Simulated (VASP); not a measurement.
# CdS (Hawleyite) under strain, part 2 of 2

Aim: follow the gap and pressure of CdS (Hawleyite) through compression, expansion and shear. All runs use LDA. The start is a cell from a database of measured crystal structures.

VASP 6.6.1; LDA; plane waves and PAW (Cd, S).

Still holding for the runs below: Spin-orbit coupling is off here; it would split degenerate levels.

So far, least gap on mesh and path (eV): step 3 (bands, cell as listed) 0.890; step 4 (cell volume +4.0 %) 0.804; step 5 (cell volume +8.0 %) 0.720; step 6 (bands, sheared, principal strains -2.8, -0.5, +3.4 %) 0.796; step 7 (cell volume -4.0 %) 0.978.

## Step 8: Bands, volume times 0.92

The cell is scaled evenly once more. A prediction first. A parabola through the 4 pressures of evenly scaled cells so far, P = -2.40 -58.4 t +131 t² GPa with t = ln(V/V₁) and V₁ the volume at scale 1, gives 3.39 GPa at t = -0.0834. A straight line through the gaps, 0.889 -2.19 t eV, gives 1.07 eV.

INCAR reads:

```
SYSTEM = CdS
PREC = Accurate
ENCUT = 400
EDIFF = 1E-06
NELM = 100
ISMEAR = -1
SIGMA = 0.05
LREAL = .FALSE.
ALGO = Normal
GGA = CA
NBANDS = 21
LORBIT = 11
LWAVE = .FALSE.
LCHARG = .FALSE.
KPAR = 2
```

POSCAR reads:

```
CdS
1.0
    0.0000000000      2.8365553117      2.8365553117
    2.8365553117      0.0000000000      2.8365553117
    2.8365553117      2.8365553117      0.0000000000
Cd S
1 1
Direct
    0.0000000000      0.0000000000      0.0000000000
    0.2500000000      0.2500000000      0.2500000000
```

KPOINTS reads:

```
Automatic mesh
0
Gamma
7 7 7
0 0 0
```

KPOINTS_OPT reads:

```
Line mode
16
Line-mode
Reciprocal
  0.00000000   0.00000000   0.00000000 GAMMA
  0.50000000   0.00000000   0.50000000 X

  0.50000000   0.00000000   0.50000000 X
  0.50000000   0.25000000   0.75000000 W

  0.50000000   0.25000000   0.75000000 W
  0.37500000   0.37500000   0.75000000 K

  0.37500000   0.37500000   0.75000000 K
  0.00000000   0.00000000   0.00000000 GAMMA

  0.00000000   0.00000000   0.00000000 GAMMA
  0.50000000   0.50000000   0.50000000 L

  0.50000000   0.50000000   0.50000000 L
  0.62500000   0.25000000   0.62500000 U

  0.62500000   0.25000000   0.62500000 U
  0.50000000   0.25000000   0.75000000 W

  0.50000000   0.25000000   0.75000000 W
  0.50000000   0.50000000   0.50000000 L

  0.50000000   0.50000000   0.50000000 L
  0.37500000   0.37500000   0.75000000 K

  0.62500000   0.25000000   0.62500000 U
  0.50000000   0.00000000   0.50000000 X
```

Potentials, in the order of the species: Cd and S (LDA family, release 64).

Command:

```
$ mpirun -np 2 vasp_std
```

It took 22 s on 2 MPI ranks of AMD EPYC 9R45, shared host; peak memory 0.28 GiB; 42 s of CPU time.

Numbers from this step:

| Item | Value |
| --- | --- |
| free energy (TOTEN) | -7.375 eV |
| Fermi energy | 2.467 eV |
| pressure | 3.510 GPa |
| least gap on mesh and path | 1.067 eV |
| least direct gap on mesh and path | 1.067 eV |

Electronic bands along the path, in eV, zero at the valence-band top; v1 is the highest filled band, c1 the lowest empty one:

```
          point     v4     v3     v2     v1    c1    c2    c3     c4
              Γ  -7.53   0.00   0.00   0.00  1.07  6.32  6.32   6.32
0.53 of the way  -7.47  -2.69  -1.34  -1.34  3.61  4.52  8.18   8.32
              X  -7.00  -4.44  -2.24  -2.24  3.16  4.23  9.33  11.05
0.53 of the way  -6.85  -4.43  -2.53  -2.42  4.04  4.89  8.60   8.85
              W  -6.74  -4.43  -2.75  -2.56  5.22  5.64  7.17   7.81
0.53 of the way  -6.78  -4.45  -2.93  -2.11  4.48  5.52  7.84   8.40
              K  -6.81  -4.47  -3.00  -1.82  3.97  5.49  8.45   9.07
0.47 of the way  -7.44  -3.24  -1.81  -0.58  3.83  6.06  6.42   7.23
              Γ  -7.53   0.00   0.00   0.00  1.07  6.32  6.32   6.32
0.47 of the way  -7.53  -2.56  -0.43  -0.43  2.66  6.11  6.86   6.86
              L  -7.07  -5.06  -0.90  -0.90  2.89  6.83  6.83   7.46
0.47 of the way  -6.96  -4.82  -1.97  -1.22  3.95  5.80  7.53   7.74
              U  -6.81  -4.47  -3.00  -1.82  3.97  5.49  8.45   9.07
0.47 of the way  -6.78  -4.45  -2.93  -2.11  4.48  5.52  7.84   8.40
              W  -6.74  -4.43  -2.75  -2.56  5.22  5.64  7.17   7.81
0.47 of the way  -6.90  -4.67  -2.38  -1.53  4.55  5.50  7.16   8.47
              L  -7.07  -5.06  -0.90  -0.90  2.89  6.83  6.83   7.46
0.47 of the way  -6.96  -4.82  -1.97  -1.22  3.95  5.80  7.53   7.74
              K  -6.81  -4.47  -3.00  -1.82  3.97  5.49  8.45   9.07
      jump to U  -6.81  -4.47  -3.00  -1.82  3.97  5.49  8.45   9.07
0.47 of the way  -6.91  -4.44  -2.60  -2.11  3.53  4.64  8.97  10.09
              X  -7.00  -4.44  -2.24  -2.24  3.16  4.23  9.33  11.05
```

Of the projections kept (Cd, S), the largest for each band there; the rest of the weight can lie on other orbitals:

```
point       v4       v3      v2      v1       c1       c2       c3       c4
    Γ  Cd 1.00   S 0.76  S 0.76  S 0.76  Cd 0.50  Cd 0.99  Cd 0.99  Cd 0.99
    X  Cd 0.92  Cd 0.58  S 0.75  S 0.75  Cd 0.77  Cd 0.79   S 0.79  Cd 0.53
    W  Cd 0.91  Cd 0.50  S 0.75  S 0.65   S 0.58  Cd 0.53  Cd 0.73  Cd 0.58
    K  Cd 0.92  Cd 0.50  S 0.67  S 0.74  Cd 0.76   S 0.51   S 0.71  Cd 0.61
    Γ  Cd 1.00   S 0.76  S 0.76  S 0.76  Cd 0.50  Cd 0.99  Cd 0.99  Cd 0.99
    L  Cd 0.95   S 0.58  S 0.75  S 0.75  Cd 0.68  Cd 0.90  Cd 0.90   S 0.80
```

The gap is 1.07 eV, direct at Γ. That is +0.18 eV from the cell as listed. The pressure is 3.51 GPa. The parabola predicted 3.39 GPa, -0.12 GPa off. The line predicted a gap of 1.07 eV, +0.00 eV off.

## Step 9: Bands, atoms displaced by up to 0.02 Å

The atoms are moved off their sites at random, as a crude picture of disorder.

INCAR is that of step 8.

POSCAR reads:

```
CdS
1.0
    0.0000000000      2.9165000000      2.9165000000
    2.9165000000      0.0000000000      2.9165000000
    2.9165000000      2.9165000000      0.0000000000
Cd S
1 1
Direct
   -0.0002600000     -0.0014860000      0.0027000000
    0.2430660000      0.2532230000      0.2515430000
```

KPOINTS is that of step 8.

KPOINTS_OPT is that of step 8.

Command:

```
$ mpirun -np 2 vasp_std
```

Elapsed: 56 s, on 2 MPI ranks; peak memory 0.51 GiB.

This step gave:

```yaml
irreducible_k_points: 172
symmetry_operations: 1
free_energy_toten: -7.393 eV
fermi_energy: 1.607 eV
pressure: -2.394 GPa
least_gap_on_mesh_and_path: 0.8820 eV
least_direct_gap_on_mesh_and_path: 0.8821 eV
```

Electronic bands along the path, in eV, zero at the valence-band top; v1 is the highest filled band, c1 the lowest empty one:

```
          point     v4     v3     v2     v1    c1    c2    c3     c4
              Γ  -7.30  -0.02  -0.01   0.00  0.88  6.34  6.35   6.36
0.53 of the way  -7.25  -2.57  -1.16  -1.15  3.50  4.50  8.11   8.15
              X  -6.85  -4.06  -1.94  -1.93  3.30  4.16  8.94  10.50
0.47 of the way  -6.76  -4.04  -2.13  -2.08  3.94  4.60  8.50   8.91
              W  -6.66  -4.01  -2.35  -2.26  5.23  5.28  7.01   7.82
0.53 of the way  -6.69  -4.04  -2.55  -1.83  4.48  5.29  7.66   8.28
              K  -6.71  -4.05  -2.62  -1.57  4.02  5.28  8.25   8.88
0.47 of the way  -7.23  -3.03  -1.57  -0.50  3.57  5.96  6.47   7.18
              Γ  -7.30  -0.02  -0.01   0.00  0.88  6.34  6.35   6.36
0.47 of the way  -7.30  -2.40  -0.40  -0.36  2.49  6.04  6.81   6.88
              L  -6.92  -4.55  -0.82  -0.75  2.79  6.78  6.90   7.23
0.53 of the way  -6.81  -4.29  -1.96  -1.11  3.95  5.74  7.49   7.62
              U  -6.71  -4.06  -2.64  -1.57  4.04  5.27  8.26   8.85
0.53 of the way  -6.68  -4.04  -2.55  -1.88  4.62  5.29  7.54   8.18
              W  -6.66  -4.01  -2.35  -2.26  5.23  5.28  7.01   7.82
0.47 of the way  -6.79  -4.22  -2.13  -1.30  4.31  5.58  6.99   8.28
              L  -6.92  -4.55  -0.82  -0.75  2.79  6.78  6.90   7.23
0.47 of the way  -6.84  -4.34  -1.74  -1.06  3.78  5.81  7.47   7.50
              K  -6.71  -4.05  -2.62  -1.57  4.02  5.28  8.25   8.88
      jump to U  -6.71  -4.06  -2.64  -1.57  4.04  5.27  8.26   8.85
0.47 of the way  -6.79  -4.06  -2.26  -1.82  3.66  4.50  8.67   9.76
              X  -6.85  -4.06  -1.94  -1.93  3.30  4.16  8.94  10.50
```

Of the projections kept (Cd, S), the largest for each band there; the rest of the weight can lie on other orbitals:

```
point       v4       v3      v2      v1       c1       c2       c3       c4
    Γ  Cd 1.00   S 0.78  S 0.78  S 0.79  Cd 0.54  Cd 0.99  Cd 0.99  Cd 0.98
    X  Cd 0.93  Cd 0.55  S 0.77  S 0.79  Cd 0.77  Cd 0.74   S 0.80  Cd 0.53
    W  Cd 0.92   S 0.51  S 0.77  S 0.70   S 0.59  Cd 0.52  Cd 0.73  Cd 0.54
    K  Cd 0.93   S 0.51  S 0.71  S 0.77  Cd 0.75   S 0.53   S 0.73  Cd 0.61
    Γ  Cd 1.00   S 0.78  S 0.78  S 0.79  Cd 0.54  Cd 0.99  Cd 0.99  Cd 0.98
    L  Cd 0.95   S 0.58  S 0.77  S 0.78  Cd 0.69  Cd 0.90  Cd 0.90   S 0.80
```

Force by atom:

```
atom  x (eV/Å)  y (eV/Å)  z (eV/Å)   size
 Cd1     0.049    -0.111    -0.024  0.123
  S2    -0.049     0.111     0.024  0.123
```

The gap is 0.88 eV, direct at Γ. That is -0.01 eV from the cell as listed. The pressure is -2.39 GPa, and the symmetry operations fall from 24 to 1.

## Step 10: Side by side

```
                                         cell   mesh  pressure (GPa)  gap (eV)  direct gap (eV)
                               cell as listed  7×7×7           -2.41     0.890            0.890
                            volume times 1.04  7×7×7           -4.48     0.804            0.804
                            volume times 1.08  7×7×7           -6.12     0.720            0.720
sheared, principal strains -2.8, -0.5, +3.4 %  7×7×7           -2.35     0.796            0.796
                            volume times 0.96  7×7×7            0.21     0.978            0.978
                            volume times 0.92  7×7×7            3.51     1.067            1.067
              atoms displaced by up to 0.02 Å  7×7×7           -2.39     0.882            0.882
```

## Step 11: Results

| Quantity | Value |
| --- | --- |
| gap, cell as listed | 0.890 eV |
| gap, volume times 1.04 | 0.804 eV |
| gap, volume times 1.08 | 0.720 eV |
| gap, sheared, principal strains -2.8, -0.5, +3.4 % | 0.796 eV |
| gap, volume times 0.96 | 0.978 eV |
| gap, volume times 0.92 | 1.067 eV |
| gap, atoms displaced by up to 0.02 Å | 0.882 eV |
| bulk modulus at the listed volume, shape and positions held | 59.0 GPa |
| volume deformation potential of the gap | -2.17 eV |

In words: At the listed volume the gap of CdS (Hawleyite) changes by -2.17 eV per unit of ln V, its volume deformation potential under even scaling; divided by the bulk modulus that is +37 meV/GPa. The slope of pressure against ln V at the listed volume gives a bulk modulus of 59.0 GPa at fixed shape and positions (not that of equilibrium, since the cell bears -2.4 GPa there). With sheared, principal strains -2.8, -0.5, +3.4 %, the least gap on mesh and path moves by -0.09 eV. With atoms displaced by up to 0.02 Å, the least gap on mesh and path moves by -0.01 eV. Semilocal functionals usually underestimate gaps. Spin-orbit coupling is left out; it would split some degenerate bands.

[Lines on the potential files, build, host, timing and source positions are cut from VASP's logs without a mark.]

[Logs are printed without paths, hosts, clocks, repeated set-up lines and the standing remarks that a program may print on its own settings, such as how far it seeks lower states.]

[Hosts, paths, dates, database ids (printed as entryN), source tags and the programs' standing remarks are cut or masked in the printed files.]

[A measured line is paired with the nearest computed mode of its activity, which favours agreement.]
